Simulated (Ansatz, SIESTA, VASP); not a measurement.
**One structure in several programs: TiSb₂ (I4/mcm, 6 atoms in the cell)**

Self-consistent single point.

```yaml
crystal:
  lattice:
    - [-3.35146, 3.35146, 2.89799]
    - [3.35146, -3.35146, 2.89799]
    - [3.35146, 3.35146, -2.89799]
  atoms:
    - { symbol: Ti, position: [0.25000, 0.25000, 0.00000] }
    - { symbol: Ti, position: [0.75000, 0.75000, 0.00000] }
    - { symbol: Sb, position: [0.65204, 0.84796, 0.50000] }
    - { symbol: Sb, position: [0.34796, 0.15204, 0.50000] }
    - { symbol: Sb, position: [0.84796, 0.34796, 0.19592] }
    - { symbol: Sb, position: [0.15204, 0.65204, 0.80408] }
```

Shared settings, as Ansatz (a quantum-chemistry and plane-wave program) writes them: kpoints.mp_grid.grid = 5 5 5; magnetization.spin_orbit = true; scf.occupations.method = fermi_dirac; scf.occupations.width = 0.1 eV. Potentials and cutoffs stand in the table.

| code | model | pressure (GPa) | largest force (eV/Å) | cutoff |
|---|---|---|---|---|
| SIESTA | GGA PBEsol with spin-orbit coupling, numerical atomic orbitals DZP, PseudoDojo PBEsol fully relativistic norm-conserving potentials (rewritten from UPF to PSML) | – | 0.275 | grid 300 Ry |
| VASP | PBEsol, spin-orbit coupling, VASP's PBE PAW potentials (set 64) | -3.07 | 0.131 | 300 eV |
| Ansatz | PBEsol with spin-orbit coupling, default PAW files made with PBE | -3.13 | 0.113 | default |

Size of the force on each atom (eV/Å): Sizes of forces hide their directions.

```
code      Ti1    Ti2    Sb3    Sb4    Sb5    Sb6
------  -----  -----  -----  -----  -----  -----
SIESTA  0.000  0.000  0.275  0.275  0.275  0.275
VASP    0.000  0.000  0.131  0.131  0.131  0.131
Ansatz  0.000  0.000  0.113  0.113  0.113  0.113
```

A dash marks a value that a program does not give, or that is left out as unsure.

The spread over the programs that give each value: pressure within 0.06 GPa; largest force within 0.162 eV/Å.

SIESTA uses small atom-centred bases, whose incompleteness enters pressures, forces and empty levels differently from a plane-wave cutoff. Ansatz's pressure is given at a fixed set of plane waves, as the other plane-wave codes print theirs; with its correction for the finite basis it is -3.09 GPa. In the force vectors, SIESTA (by 0.153) lies more than 0.08 eV/Å from the median of the plane-wave programs.

VASP's run is marked for a possible Pulay error in its stress at this cutoff; no cutoff test was made.

The starting cell comes from a database of computed structures (which also holds hypothetical and non-ambient phases and stackings), without a prior relaxation at this level.

Keys are those of Ansatz 0.2.
